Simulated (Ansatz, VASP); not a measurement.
# KTaSe3 in two plane-wave programs, part 3 of 3

One calculation is typed for both programs; each brings its own data sets. How far apart do they land? The cell is generated by rule, not measured, and may not be a known phase. The cell is taken from a series of runs on this material, whose earlier steps may have relaxed, scaled, displaced or heated it; both programs get it as it stands.

VASP 6.6.1 and Ansatz 0.2.0.

So far: Set-up; Ansatz: zone-centre phonons, LDA; VASP: zone-centre phonons, LDA.

## 3. VASP: zone-centre phonons, LDA (continued)

Level of this step: LDA; plane waves and PAW (K_sv, Ta_pv, Se); invented cell (VASP).

Numbers of over 12 decimals in the logs are rounded to 6 here.

From OUTCAR (step 3):

```text
ion  position               nearest neighbor table
   1  0.000  0.000  0.000-   7 3.09   8 3.09   7 3.09   8 3.09
   2  0.000  0.500  0.500-   5 3.09   6 3.09   5 3.09   6 3.09
   3  0.500  0.000  0.500-   5 2.50   6 2.50   7 2.50   8 2.50   9 2.57   9 2.57
   4  0.500  0.500  0.000-   5 2.50   6 2.50   7 2.50   8 2.50  10 2.57  10 2.57
   5  0.500  0.679  0.679-   3 2.50   4 2.50   2 3.09   2 3.09
   6  0.500  0.321  0.321-   3 2.50   4 2.50   2 3.09   2 3.09
   7  0.500  0.179  0.821-   3 2.50   4 2.50   1 3.09   1 3.09
   8  0.500  0.821  0.179-   3 2.50   4 2.50   1 3.09   1 3.09
   9  0.000  0.000  0.500-   3 2.57   3 2.57
  10  0.000  0.500  0.000-   4 2.57   4 2.57

  LATTYP: Found a simple tetragonal cell.
 ALAT       =     6.8090485731
 C/A-ratio  =     0.7546492742

 Subroutine GETGRP returns: Found 16 space group operations
 (whereof  8 operations were pure point group operations)

The static configuration has the point symmetry D_2h.
 The point group associated with its full space group is D_4h.

 Found     24 irreducible k-points:

   k-points           NKPTS =     24   k-points in BZ     NKDIM =     24   number of bands    NBANDS=     48

   dimension x,y,z NGX =    40 NGY =   50 NGZ =   50
   dimension x,y,z NGXF=    80 NGYF=  100 NGZF=  100

   ENCUT  =  500.0 eV  36.75 Ry    6.06 a.u.   9.37 12.41 12.41*2*pi/ulx,y,z

   NELECT =      76.0000    total number of electrons

 k-points in reciprocal lattice and weights: Automatic mesh
   0.00000000  0.00000000  0.00000000       0.010
   0.16666667  0.00000000  0.00000000       0.021
   0.33333333  0.00000000  0.00000000       0.021
   0.50000000  0.00000000  0.00000000       0.010
   0.00000000  0.25000000  0.00000000       0.042
   0.16666667  0.25000000  0.00000000       0.083
   0.33333333  0.25000000  0.00000000       0.083
   0.50000000  0.25000000  0.00000000       0.042
   0.00000000  0.50000000  0.00000000       0.021
[...]
0.33333333  0.50000000  0.50000000       0.021
   0.50000000  0.50000000  0.50000000       0.010

 average (electrostatic) potential at core
       1 -32.9078       2 -32.9078       3 -41.0685       4 -41.0685       5 -60.8754
       6 -60.8754       7 -60.8754       8 -60.8754       9 -60.8078      10 -60.8078

  Total        0.5732149      0.5188574      0.5188574      0.0000000      0.0000000      0.0000000
  in kB        3.8549927      3.4894270      3.4894270      0.0000000      0.0000000      0.0000000
  external PRESSURE =       3.6112822 kB  Pullay stress =       0.0000000 kB

  energy-cutoff  :      500.00
  volume of cell :      238.23
      direct lattice vectors                 reciprocal lattice vectors
[...]
-----------------------------------------------------------------------------------
    total drift:                               -0.000000      0.000000     -0.000000

 Eigenvectors and eigenvalues of the dynamical matrix
 ----------------------------------------------------

   1 f  =    8.260146 THz    51.900028 2PiTHz  275.528813 cm-1    34.161204 meV
             X         Y         Z           dx          dy          dz
      0.000000  0.000000  0.000000    -0.000000    0.000000    0.000000
      0.000000 -4.814724  0.000000     0.000000    0.000000   -0.000000
     -2.569222 -2.407362  2.407362    -0.000000   -0.000000   -0.000000
     -2.569222 -2.407362 -2.407362    -0.000000    0.000000    0.000000
     -2.569222 -6.535085  0.000000     0.000000    0.000000   -0.500000
     -2.569222 -3.094364  0.000000    -0.000000    0.000000    0.500000
     -2.569222 -4.814724  3.094364    -0.000000    0.500000   -0.000000
     -2.569222 -4.814724 -3.094364     0.000000   -0.500000   -0.000000
      0.000000 -2.407362  2.407362     0.000000   -0.000000    0.000000
      0.000000 -2.407362 -2.407362    -0.000000    0.000000   -0.000000

   2 f  =    6.750083 THz    42.412023 2PiTHz  225.158536 cm-1    27.916088 meV
             X         Y         Z           dx          dy          dz
      0.000000  0.000000  0.000000     0.000000    0.000000   -0.000000
      0.000000 -4.814724  0.000000    -0.000000    0.000000   -0.000000
     -2.569222 -2.407362  2.407362    -0.000000   -0.000000    0.000000
     -2.569222 -2.407362 -2.407362    -0.000000   -0.000000   -0.000000
     -2.569222 -6.535085  0.000000    -0.000000    0.000000   -0.500000
     -2.569222 -3.094364  0.000000    -0.000000    0.000000    0.500000
     -2.569222 -4.814724  3.094364    -0.000000   -0.500000    0.000000
     -2.569222 -4.814724 -3.094364    -0.000000    0.500000   -0.000000
      0.000000 -2.407362  2.407362    -0.000000   -0.000000    0.000000
      0.000000 -2.407362 -2.407362     0.000000   -0.000000    0.000000

   3 f  =    6.174645 THz    38.796439 2PiTHz  205.963987 cm-1    25.536268 meV
             X         Y         Z           dx          dy          dz
      0.000000  0.000000  0.000000    -0.000000   -0.032025    0.014953
      0.000000 -4.814724  0.000000    -0.000000   -0.059661    0.008026
     -2.569222 -2.407362  2.407362     0.000000    0.167646   -0.119785
     -2.569222 -2.407362 -2.407362     0.000000    0.204323    0.026560
     -2.569222 -6.535085  0.000000     0.000000    0.186695    0.151038
     -2.569222 -3.094364  0.000000     0.000000    0.186695    0.151038
     -2.569222 -4.814724  3.094364     0.000000   -0.602643   -0.046790
     -2.569222 -4.814724 -3.094364     0.000000   -0.602643   -0.046790
      0.000000 -2.407362  2.407362    -0.000000    0.155373   -0.089073
      0.000000 -2.407362 -2.407362    -0.000000    0.179017    0.005266

   4 f  =    6.174645 THz    38.796439 2PiTHz  205.963987 cm-1    25.536268 meV
             X         Y         Z           dx          dy          dz
      0.000000  0.000000  0.000000    -0.000000    0.008026    0.059661
      0.000000 -4.814724  0.000000    -0.000000    0.014953    0.032025
     -2.569222 -2.407362  2.407362     0.000000   -0.119785   -0.167646
     -2.569222 -2.407362 -2.407362     0.000000    0.026560   -0.204323
     -2.569222 -6.535085  0.000000     0.000000   -0.046790    0.602643
     -2.569222 -3.094364  0.000000     0.000000   -0.046790    0.602643
     -2.569222 -4.814724  3.094364     0.000000    0.151038   -0.186695
     -2.569222 -4.814724 -3.094364     0.000000    0.151038   -0.186695
      0.000000 -2.407362  2.407362    -0.000000   -0.089073   -0.155373
      0.000000 -2.407362 -2.407362    -0.000000    0.005266   -0.179017

   5 f  =    6.154607 THz    38.670537 2PiTHz  205.295594 cm-1    25.453398 meV
             X         Y         Z           dx          dy          dz
      0.000000  0.000000  0.000000    -0.414964    0.000000   -0.000000
      0.000000 -4.814724  0.000000    -0.414964    0.000000   -0.000000
     -2.569222 -2.407362  2.407362     0.064159   -0.000000    0.000000
     -2.569222 -2.407362 -2.407362     0.064159   -0.000000    0.000000
     -2.569222 -6.535085  0.000000     0.292852   -0.000000   -0.000000
     -2.569222 -3.094364  0.000000     0.292852   -0.000000   -0.000000
     -2.569222 -4.814724  3.094364     0.292852    0.000000    0.000000
     -2.569222 -4.814724 -3.094364     0.292852    0.000000    0.000000
      0.000000 -2.407362  2.407362    -0.390082   -0.000000    0.000000
      0.000000 -2.407362 -2.407362    -0.390082   -0.000000    0.000000

   6 f  =    5.767624 THz    36.239048 2PiTHz  192.387217 cm-1    23.852964 meV
             X         Y         Z           dx          dy          dz
      0.000000  0.000000  0.000000    -0.623503    0.000000   -0.000000
      0.000000 -4.814724  0.000000     0.623503    0.000000   -0.000000
     -2.569222 -2.407362  2.407362    -0.000000   -0.000000    0.000000
     -2.569222 -2.407362 -2.407362    -0.000000    0.000000    0.000000
     -2.569222 -6.535085  0.000000    -0.235843   -0.000000   -0.000000
     -2.569222 -3.094364  0.000000    -0.235843   -0.000000   -0.000000
     -2.569222 -4.814724  3.094364     0.235843   -0.000000   -0.000000
     -2.569222 -4.814724 -3.094364     0.235843    0.000000   -0.000000
      0.000000 -2.407362  2.407362     0.000000    0.000000   -0.000000
      0.000000 -2.407362 -2.407362     0.000000   -0.000000    0.000000

   7 f  =    5.426067 THz    34.092983 2PiTHz  180.994106 cm-1    22.440399 meV
             X         Y         Z           dx          dy          dz
      0.000000  0.000000  0.000000     0.000000    0.000000   -0.000000
      0.000000 -4.814724  0.000000     0.000000   -0.000000   -0.000000
     -2.569222 -2.407362  2.407362    -0.113773   -0.000000    0.000000
     -2.569222 -2.407362 -2.407362     0.113773    0.000000    0.000000
     -2.569222 -6.535085  0.000000    -0.000000   -0.000000   -0.000000
     -2.569222 -3.094364  0.000000    -0.000000    0.000000    0.000000
     -2.569222 -4.814724  3.094364    -0.000000   -0.000000    0.000000
     -2.569222 -4.814724 -3.094364    -0.000000    0.000000   -0.000000
      0.000000 -2.407362  2.407362     0.697894   -0.000000    0.000000
      0.000000 -2.407362 -2.407362    -0.697894   -0.000000    0.000000

   8 f  =    5.243820 THz    32.947895 2PiTHz  174.915017 cm-1    21.686688 meV
             X         Y         Z           dx          dy          dz
      0.000000  0.000000  0.000000     0.498533   -0.000000   -0.000000
      0.000000 -4.814724  0.000000     0.498533    0.000000   -0.000000
     -2.569222 -2.407362  2.407362     0.074824    0.000000   -0.000000
     -2.569222 -2.407362 -2.407362     0.074824   -0.000000    0.000000
     -2.569222 -6.535085  0.000000     0.015075    0.000000   -0.000000
     -2.569222 -3.094364  0.000000     0.015075   -0.000000    0.000000
     -2.569222 -4.814724  3.094364     0.015075   -0.000000    0.000000
     -2.569222 -4.814724 -3.094364     0.015075   -0.000000    0.000000
      0.000000 -2.407362  2.407362    -0.495391   -0.000000    0.000000
      0.000000 -2.407362 -2.407362    -0.495391    0.000000    0.000000

   9 f  =    4.926536 THz    30.954340 2PiTHz  164.331558 cm-1    20.374507 meV
             X         Y         Z           dx          dy          dz
      0.000000  0.000000  0.000000    -0.000000   -0.004839    0.021064
      0.000000 -4.814724  0.000000     0.000000    0.002233   -0.045652
     -2.569222 -2.407362  2.407362    -0.000000    0.626528   -0.237049
     -2.569222 -2.407362 -2.407362    -0.000000   -0.662299   -0.100448
     -2.569222 -6.535085  0.000000    -0.000000    0.018742    0.075636
     -2.569222 -3.094364  0.000000    -0.000000    0.018742    0.075636
     -2.569222 -4.814724  3.094364     0.000000    0.008016    0.176827
     -2.569222 -4.814724 -3.094364    -0.000000    0.008016    0.176827
      0.000000 -2.407362  2.407362     0.000000   -0.109748    0.023317
      0.000000 -2.407362 -2.407362     0.000000    0.112198   -0.000206
    [... 271 further lines ...]
      0.000000 -2.407362  2.407362     0.128594   -0.000000    0.000000
      0.000000 -2.407362 -2.407362     0.128594   -0.000000   -0.000000

 ELASTIC MODULI CONTR FROM IONIC RELAXATION (kBar)
 Direction    XX          YY          ZZ          XY          YZ          ZX
 --------------------------------------------------------------------------------
 XX         -74.2315    200.8366    200.8366     -0.0000     -0.0000     -0.0000
 YY         200.8366   -568.2075   -518.5378     -0.0000      0.0000      0.0000
 ZZ         200.8366   -518.5378   -568.2075      0.0000      0.0000      0.0000
 XY          -0.0000     -0.0000      0.0000    -22.0799      0.0000      0.0000
 YZ          -0.0000      0.0000      0.0000      0.0000   -146.9517      0.0000
 ZX          -0.0000      0.0000      0.0000      0.0000      0.0000    -23.9294
 --------------------------------------------------------------------------------
```

The k-mesh is coarse for a metal.

## 4. Side by side

Known differences besides the potentials themselves: the two LDA forms differ slightly; the data sets hold 140 valence electrons in Ansatz (on its default PAW (the set named soft_2) files) and 76 in VASP; the cutoff is 420 eV in Ansatz and 500 eV in VASP; VASP's log shows a relativistic correction to its local exchange, Ansatz's none. Total energies have different zeros and are not compared.

Compared:

```csv
quantity,Ansatz,VASP,difference
"optical mode 1 (imaginary, printed as negative) (cm⁻¹)",-65.5,-63.9,-1.7
"optical mode 2 (imaginary, printed as negative) (cm⁻¹)",-56.5,-55.4,-1.2
optical mode 3 to 4 (cm⁻¹),27.6,28.1,-0.5
optical mode 5 (cm⁻¹),42.5,42.6,-0.1
optical mode 6 to 7 (cm⁻¹),65.0,66.9,-2.82 %
optical mode 8 to 9 (cm⁻¹),89.4,90.4,-1.10 %
optical mode 10 (cm⁻¹),94.8,95.0,-0.23 %
optical mode 11 to 12 (cm⁻¹),102.1,103.3,-1.15 %
optical mode 13 to 14 (cm⁻¹),121.0,121.8,-0.66 %
optical mode 15 (cm⁻¹),126.7,127.0,-0.26 %
optical mode 16 to 17 (cm⁻¹),133.5,135.2,-1.29 %
optical mode 18 to 19 (cm⁻¹),163.6,164.3,-0.47 %
optical mode 20 (cm⁻¹),172.6,174.9,-1.34 %
optical mode 21 (cm⁻¹),178.1,181.0,-1.59 %
optical mode 22 (cm⁻¹),190.3,192.4,-1.07 %
optical mode 23 (cm⁻¹),203.1,205.3,-1.09 %
optical mode 24 to 25 (cm⁻¹),203.1,206.0,-1.40 %
optical mode 26 (cm⁻¹),223.1,225.2,-0.94 %
optical mode 27 (cm⁻¹),273.5,275.5,-0.72 %
```

Modes are paired by rising frequency, not by their patterns, so a pair may set unlike modes beside each other; they are those without the splitting of longitudinal modes.

## 5. What came out

```json
{
  "r.m.s. difference of the optical zone-centre modes, each program's sorted by frequency (zone-centre phonons, LDA)": "1.6 cm⁻¹",
  "difference in optical mode 6 to 7 (zone-centre phonons, LDA)": "-2.8 %"
}
```

**Reading.** The r.m.s. difference of the optical zone-centre modes, each program's sorted by frequency is 1.6 cm⁻¹ (zone-centre phonons, LDA). The data sets hold unlike numbers of valence electrons (140 in Ansatz and 76 in VASP), so part of the differences may come from the potentials. Among the rows given in per cent, the largest difference of the zone-centre phonons, LDA pair is in optical mode 6 to 7, -2.8 %. How closely two codes agree says nothing of how well the functional describes the real material.

[Lines on the potential files, build, host, timing and source positions are cut from VASP's logs without a mark.]

[Logs are printed without paths, hosts, clocks, repeated set-up lines and the standing remarks that a program may print on its own settings, such as how far it seeks lower states.]

[Hosts, paths, dates, database ids (printed as entryN), source tags and the programs' standing remarks are cut or masked in the printed files.]
